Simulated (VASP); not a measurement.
Consider the following.

```yaml
crystal:
  lattice:
    - [4.15490, 0.00000, 0.00000]
    - [0.00000, 4.15490, 0.00000]
    - [0.00000, 0.00000, 4.15490]
  atoms:
    - { symbol: Ba, position: [0.00000, 0.00000, 0.00000] }
    - { symbol: Hf, position: [0.50000, 0.50000, 0.50000] }
    - { symbol: O, position: [0.50000, 0.00000, 0.50000] }
    - { symbol: O, position: [0.00000, 0.50000, 0.50000] }
    - { symbol: O, position: [0.50000, 0.50000, 0.00000] }
```

Method: PBEsol GGA, VASP's PBE PAW potentials (set 64) (plane waves; VASP). Run with 520 eV cut-off, 6×6×6 Γ-centred mesh, tetrahedra with Blöchl corrections, potentials Ba_sv Hf_pv O.

Unless said otherwise, spin-orbit coupling is left out, though it shifts the bands of the heavy elements here.

**Question.** Estimate the energy per atom (σ→0), band gap (on the k-mesh) with the smallest direct gap where there is one.

**Answer.** 
```yaml
band gap (on the k-mesh): 3.50 eV
smallest direct gap (on the k-mesh): 3.70 eV
energy per atom (σ→0): -9.104 eV/atom
```

The absolute energy has meaning only against runs of the same code, potentials and settings.

The compound is BaHfO3 in the cubic perovskite structure. It was relaxed first.
